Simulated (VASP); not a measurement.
Given:

```
CELL_PARAMETERS angstrom
      1.90601    -3.30128     0.00000
      1.90601     3.30128     0.00000
      0.00000     0.00000     4.32395
ATOMIC_POSITIONS crystal
  Te 0.33333 0.66667 0.29000
  Te 0.66667 0.33333 0.71000
  Pt 0.00000 0.00000 0.00000
```

Method: LDA (Ceperley-Alder, Perdew-Zunger), VASP's LDA PAW potentials (set 64) (plane waves; VASP 6.6.1). Settings: 500 eV cut-off, 9×9×7 Γ-centred mesh, first-order Methfessel-Paxton smearing of 0.10 eV, potentials Te Pt.

Unless said otherwise, spin-orbit coupling is left out, though it shifts the bands of the heavy elements here.

Task: What does the run give for the energy per atom (σ→0), pressure, band gap (on the k-mesh) with the smallest direct gap where there is one?

Result: 
band gap (on the k-mesh): none (metal, semimetal or under 0.01 eV)
energy per atom (σ→0): -4.881 eV/atom
pressure: 44.99 GPa

The compound is PtTe2 in the 1T layered structure. It was relaxed first under an external pressure of 45 GPa.
